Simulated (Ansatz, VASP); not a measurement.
**Be16F (a cell with a defect): VASP beside Ansatz**

```xyz
17
Lattice="-2.2900 -3.9664 0.0000 3.4350 -1.9832 0.0000 0.0000 0.0000 7.1769" Properties=species:S:1:pos:R:3 pbc="T T T"
Be    0.0612   -3.9258   -0.0065
Be    0.0158   -2.6306    1.7595
Be    0.0601   -3.9253    3.4855
Be   -0.1375   -2.6967    5.4112
Be   -1.0802   -1.9386   -0.0042
Be    2.4128   -2.6398    1.7728
Be   -1.0821   -1.9597    3.5073
Be    2.5850   -2.7384    5.4477
Be    1.1968   -1.9370    0.1632
Be    1.2061   -0.5680    1.7603
Be    1.1997   -1.9393    3.3100
Be    1.1879   -0.4016    5.4116
Be    0.0600    0.0352   -0.0039
Be    1.1794   -4.5718    1.7327
Be    0.0766    0.0476    3.5076
Be    1.1677   -4.5642    5.3423
F     1.2657   -1.9766    5.0077
```

Alike in both runs: functional PBE; k mesh 4 × 4 × 3; occupations gaussian, width 0.1 eV; no spin polarisation.

Ansatz relaxed the structure, and its values are those at the end. VASP's run is a single point on that final structure, the one shown.

```csv
,VASP,Ansatz
version,VASP 6.6.1,Ansatz 0.2.0
potentials or method,"VASP PAW PBE potentials, release 64 (Be, F)","scalar-relativistic, plane waves, PAW"
plane-wave cutoff (eV),520,420
valence electrons in the cell,39,39
```

VASP gave:

* rms of the force components (eV/Å): 0.006

Estimate Ansatz's values.

rms of the force components (eV/Å): 0.002.

Caveats: the k mesh is coarse (spacing up to 0.40 Å⁻¹), so the values aren't converged; an odd number of electrons without spin polarisation forces a metal; a magnetic or distorted state may lie lower.
